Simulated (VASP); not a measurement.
A VASP calculation is set up with these files.

KPOINTS:
```
Automatic mesh
0
Gamma
14 14 14
0 0 0
```

File POSCAR:
```
Al
1
    0.0000000000     1.9910371782     1.9910371782
    1.9910371782     0.0000000000     1.9910371782
    1.9910371782     1.9910371782     0.0000000000
Al
1
Direct
  0.0000000000   0.0000000000   0.0000000000
```

INCAR:
```
LMIXTAU=.True.
ISIF=2
EDIFF=1E-8   # SCF stop (eV)
ALGO=Normal   # blocked Davidson
SYSTEM=Al
LWAVE=.False.
IBRION=1   # quasi-Newton
NELM=100
ISMEAR=1   # Methfessel-Paxton
LCHARG=.False.
SIGMA=0.1   # width (eV)
NSW=30   # most ionic steps
ENCUT=400
PREC=Accurate
METAGGA=R2SCAN
LREAL=.False.   # projection in real space or not
LASPH=.True.
EDIFFG=-0.001   # ionic stop
```

POTCAR, in this order: Al (PBE.64 set). Program: vasp_std.

Question: Translate this r2SCAN calculation to Ansatz.

Answer: One equivalent input (not run):
Ansatz 0.2 input:
```yaml
crystal:
  lattice:
    - [0.0000000, 1.9910372, 1.9910372]
    - [1.9910372, 0.0000000, 1.9910372]
    - [1.9910372, 1.9910372, 0.0000000]
  atoms:
    - { symbol: Al, position: [0.0000000, 0.0000000, 0.0000000] }
kpoints:
  mp_grid: { grid: [14, 14, 14] }
hamiltonian:
  xc: r2scan
  pseudopotentials: { kind: paw }
scf:
  occupations: { method: methfessel_paxton, width: 0.1 }
  max_iter: 100
relax:
  max_steps: 30
  f_tol: 0.001
output: { forces: true, stress: true, eigenvalues: true }
```
What does not carry over: each code has its own PAW files, so the cut-off isn't converted (ENCUT is set for VASP's; basis.ecutwfc is left out, and Ansatz then takes the one that its files recommend); Ansatz stops its SCF on the density residual and VASP on the energy change (EDIFF).

The compound is Al in the fcc structure. It was relaxed first. The start is the result of an earlier pass.
